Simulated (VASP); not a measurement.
VASP runs on ZrN (rock salt) share one base input (PBE GGA, plane waves, VASP's PBE PAW potentials (set 64)) and change the settings named in each case.

KPOINTS:
```
kpoints
0
Gamma
 12 12 12
```

**INCAR**
```
! general
SYSTEM =ZrN
PREC   =Accurate
ENCUT  =520   ! plane-wave cut-off (eV)
LREAL  =.False.   ! projection in real space or not
LASPH  =.True.   ! aspherical one-centre terms

! electronic loop
EDIFF  =1E-6   ! SCF stop (eV)
NELM   =100   ! most electronic steps
ALGO   =Normal   ! blocked Davidson
LMAXMIX=4

! smearing
ISMEAR =1
SIGMA  =0.1

! functional
GGA    =PE   ! PBE

! ions
ISIF   =2

! output
LWAVE  =.False.
LCHARG =.False.
```

POSCAR:
```
ZrN
1
    0.0000000000     2.3358000000     2.3358000000
    2.3358000000     0.0000000000     2.3358000000
    2.3358000000     2.3358000000     0.0000000000
Zr N
1 1
Direct
  0.0000000000   0.0000000000   0.0000000000
  0.5000000000   0.5000000000   0.5000000000
```

POTCAR, in this order: Zr_sv N (PBE.64 set). Program: vasp_std.

```
change                                                                          E(σ→0) (eV/atom)  pressure (GPa)
------------------------------------------------------------------------------  ----------------  --------------
base run                                                                                -10.1678          -11.00
GGA = 91                                                                                -10.2005          -10.74
GGA = RE                                                                                 -9.7770           -8.42
AGGAC = 0.0, GGA = BO, LUSE_VDW = .TRUE., PARAM1 = 0.1833333333, PARAM2 = 0.22           -8.2369          -11.08
GGA = AM                                                                                -10.4722          -17.96
```
 Energies of different potentials or functionals have different zeros.

Left out are runs that ran out of time, are held back, or changed the cell or the kind of run, fixed moments of cells without a moment, rows past the twelfth, gaps on odd meshes, pressures of charged cells and columns that move by less than the noise.

The compound is ZrN in the rock salt structure. The cell was not relaxed at this level. The electron count is odd and the run is not spin-polarised, which forces a metal.
